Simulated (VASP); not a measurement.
Calculation: PBE GGA, VASP's PBE PAW potentials (set 64) (plane waves; VASP).

The input files of a VASP run:

**KPOINTS**
```
Regular mesh
0
G
  14 14 14
0 0 0
```

**INCAR**
```
# general
SYSTEM =Pt
PREC   =Accurate
ENCUT  =480
LREAL  =.False.
LASPH  =.True.

# electronic loop
EDIFF  =1E-7
NELM   =100
ALGO   =Normal
LMAXMIX=6

# smearing
ISMEAR =1
SIGMA  =0.1

# functional
GGA    =PE

# ions
ISIF   =2

# output
LWAVE  =.False.
LCHARG =.False.
```

File POSCAR:
```
Pt
2.8043590
  0.0000000000   0.7071068739   0.7071068739
  0.7071068739   0.0000000000   0.7071068739
  0.7071068739   0.7071068739   0.0000000000
Pt
1
Cartesian
  0.0000000000   0.0000000000   0.0000000000
```

POTCAR, in this order: Pt (PBE.64 set). Program: vasp_std.

The run wrote:

OSZICAR:
```
       N       E                     dE             d eps       ncg     rms          rms(c)
DAV:   1     0.347581511219E+02    0.34758E+02   -0.52867E+03  1992   0.964E+02
DAV:   2    -0.606545193689E+01   -0.40824E+02   -0.39189E+02  1988   0.179E+02
DAV:   3    -0.648382633644E+01   -0.41837E+00   -0.41392E+00  2176   0.185E+01
DAV:   4    -0.648520568344E+01   -0.13793E-02   -0.13794E-02  2196   0.113E+00
DAV:   5    -0.648521452100E+01   -0.88376E-05   -0.88380E-05  2107   0.821E-02    0.117E+01
DAV:   6    -0.614434889671E+01    0.34087E+00   -0.93444E-01  1917   0.872E+00    0.617E+00
DAV:   7    -0.610836970916E+01    0.35979E-01   -0.14515E-01  1997   0.334E+00    0.247E+00
DAV:   8    -0.610514228424E+01    0.32274E-02   -0.41472E-03  2041   0.626E-01    0.458E-01
DAV:   9    -0.610502084836E+01    0.12144E-03   -0.49219E-05  1969   0.733E-02    0.179E-02
DAV:  10    -0.610502568266E+01   -0.48343E-05   -0.20961E-06  2195   0.146E-02    0.271E-03
DAV:  11    -0.610502574656E+01   -0.63901E-07   -0.55431E-08  1495   0.226E-03
   1 F= -.61050257E+01 E0= -.61051477E+01  d E =0.365827E-03
```

### OUTCAR
```
------------------------ aborting loop because EDIFF is reached ----------------------------------------
  FORCE on cell =-STRESS in cart. coord.  units (eV):
  Direction    XX          YY          ZZ          XY          YZ          ZX
  --------------------------------------------------------------------------------------
  Total        0.0080664      0.0080664      0.0080664      0.0000000     -0.0000000      0.0000000
  in kB        0.8287122      0.8287122      0.8287122      0.0000000     -0.0000000      0.0000000
  external PRESSURE =       0.8287122 kB  Pullay stress =       0.0000000 kB
  volume of cell :       15.60
      direct lattice vectors                 reciprocal lattice vectors
     0.000000000  1.982981526  1.982981526    -0.252145566  0.252145566  0.252145566
     1.982981526  0.000000000  1.982981526     0.252145566 -0.252145566  0.252145566
     1.982981526  1.982981526  0.000000000     0.252145566  0.252145566 -0.252145566
 POSITION                                       TOTAL-FORCE (eV/Angst)
 -----------------------------------------------------------------------------------
      0.00000      0.00000      0.00000        -0.000000      0.000000      0.000000
 -----------------------------------------------------------------------------------
    total drift:                                0.000000      0.000000      0.000000
  FREE ENERGIE OF THE ION-ELECTRON SYSTEM (eV)
  ---------------------------------------------------
  free  energy   TOTEN  =        -6.1050257466 eV

  energy  without entropy=       -6.1053915736  energy(sigma->0) =       -6.10514769
```
(Selected blocks of OUTCAR.)

The compound is Pt in the fcc structure. It was relaxed first.
